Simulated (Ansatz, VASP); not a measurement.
# One calculation of Sr4SO3, two programs

INCAR

```
ALGO = Normal
EDIFF = 1E-7
ENCUT = 520
GGA = PE
ISIF = 2
ISMEAR = -1
LASPH = True
LCHARG = False
LREAL = False
LWAVE = False
NBANDS = 42
NELM = 100
PREC = Accurate
SIGMA = 0.05
```

The input KPOINTS:

```
k-points
0
Gamma
  5 5 5
```

Contents of POSCAR:

```
Sr4SO3
1.0
    5.4855310000      0.0000000000      0.0000000000
    0.0000000000      5.4855310000      0.0000000000
    0.0000000000      0.0000000000      5.4855310000
Sr S O
4 1 3
Direct
   -0.0032370000      0.4978670000      0.4932050000
    0.5045380000     -0.0064080000      0.5047050000
    0.5129430000      0.4974360000      0.0011850000
   -0.0129550000     -0.0071910000     -0.0064680000
    0.4989810000      0.4972700000      0.4970010000
   -0.0054810000     -0.0075910000      0.5032980000
    0.0074270000      0.5044910000     -0.0141740000
    0.5055480000     -0.0066010000      0.0063980000
```

Contents of input.yaml:

```yaml
crystal:
  lattice:
    - [5.485531, 0.0, 0.0]
    - [0.0, 5.485531, 0.0]
    - [0.0, 0.0, 5.485531]
  atoms:
    - { symbol: Sr, position: [-0.003237, 0.497867, 0.493205] }
    - { symbol: Sr, position: [0.504538, -0.006408, 0.504705] }
    - { symbol: Sr, position: [0.512943, 0.497436, 0.001185] }
    - { symbol: Sr, position: [-0.012955, -0.007191, -0.006468] }
    - { symbol: S, position: [0.498981, 0.49727, 0.497001] }
    - { symbol: O, position: [-0.005481, -0.007591, 0.503298] }
    - { symbol: O, position: [0.007427, 0.504491, -0.014174] }
    - { symbol: O, position: [0.505548, -0.006601, 0.006398] }
hamiltonian:
  xc: pbe
  pseudopotentials: { kind: paw }
kpoints:
  mp_grid: { grid: [5, 5, 5] }
scf:
  occupations: { method: fermi_dirac, width: 0.05 }
output:
  forces: true
  stress: true
  eigenvalues: true
```

Change from the starting cell: atoms moved at random, drawn with an rms of 0.05 Å.

Alike in both runs: task single point; functional PBE; k mesh 5 × 5 × 5; occupations fermi-dirac, width 0.05 eV; no spin polarisation.

|  | VASP | Ansatz |
| --- | --- | --- |
| version | VASP 6.6.1 | Ansatz 0.2.0 |
| potentials or method | VASP PAW PBE potentials, release 64 (Sr_sv, S, O) | Ansatz PAW |
| plane-wave cutoff (eV) | 520 | 420 |
| valence electrons in the cell | 64 | 64 |

```tsv
	VASP	Ansatz	Ansatz less VASP
gap on the k mesh at the Fermi level (eV)	2.68	2.71	+0.030
least direct gap on the mesh (eV)	2.68	2.71	+0.030
pressure (GPa)	0.3	0.0	-0.31
largest component of the traceless stress (GPa)	0.06	0.06	-0.003
rms of the force components (eV/Å)	0.181	0.179	-0.0019
```

Atom by atom the forces differ by 0.004 eV/Å (rms over components).

Caveats: an odd mesh through Γ misses points on the zone boundary, where band edges often lie (VASP); odd divisions of the mesh miss points on the zone boundary, where band edges often lie, so the gap on the mesh can be too wide (Ansatz).
